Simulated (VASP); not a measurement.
**ZrZn: relaxation of cell and atoms with LDA**

Crystal: ZrZn.

```
Zr Zn
1.0
     3.33600    0.00000    0.00000
     0.00000    3.33600    0.00000
     0.00000    0.00000    3.33600
Zr Zn
1 1
Direct
  0.50000 0.50000 0.50000
  0.00000 0.00000 0.00000
```

```yaml
Program: VASP 6.6.1
Task: relaxation of cell and atoms
Functional: LDA
Potentials_or_basis: VASP PAW LDA potentials, release 64 (Zr_sv, Zn)
Cutoff: 600 eV
k_mesh: 12 × 12 × 12
Occupations: gaussian, width 0.1 eV
Spin: no spin polarisation
Dipole_correction: no
Further_INCAR_settings: ALGO = Normal; EDIFF = 1e-06; IBRION = 2; EDIFFG = -0.005; NSW = 100; ISIF = 3
```

| Property | Result |
| --- | --- |
| Relaxed volume | 17.38 Å³/atom |
| Relaxed cell | a = 3.264 Å, b = 3.264 Å, c = 3.264 Å, α = 90.00°, β = 90.00°, γ = 90.00° |
| Space group after relaxing (to 0.05 Å) | Pm-3m (No. 221) |
| Energy gained by relaxing | 28.7 meV/atom |
| Ionic steps | 3 |
| Pressure after relaxing | 0.0 GPa |
| Band gap on the k mesh | none (metal or under the smearing width) |

Step by step:
| step | energy change (eV) | largest force (eV/Å) | pressure (GPa) | volume (Å³) |
| --- | --- | --- | --- | --- |
| 1 | 0.0000 | 0.0000 | -7.30 | 37.13 |
| 2 | -0.0076 | 0.0000 | 8.47 | 32.76 |
| 3 | -0.0575 | 0.0000 | -0.04 | 34.77 |

Final structure:
```yaml
crystal:
  lattice:
    - [3.26383, 0.00000, 0.00000]
    - [0.00000, 3.26383, 0.00000]
    - [0.00000, 0.00000, 3.26383]
  atoms:
    - { symbol: Zr, position: [0.50000, 0.50000, 0.50000] }
    - { symbol: Zn, position: [0.00000, 0.00000, 0.00000] }
```

Levels at points of the mesh, in eV from the Fermi level:
```
           k point  band 10  band 11  band 12  band 13  band 14  band 15
(0.00, 0.00, 0.00)    -7.22    -0.99    -0.99     3.66     3.66     3.66
(0.50, 0.00, 0.00)    -4.30    -4.23    -0.72     0.65     0.65     3.72
(0.50, 0.50, 0.00)    -4.60    -0.42    -0.20    -0.20     2.15     2.15
(0.50, 0.50, 0.50)    -2.97    -2.97    -2.97     0.41     5.29     5.29
```

Wall time 69 s on 1 thread of AMD EPYC 9R14 (Zen 4), with other jobs on the host, peak memory 0.17 GiB.

LDA usually gives volumes a few per cent too small. Zero-point motion and thermal expansion aren't in these numbers.
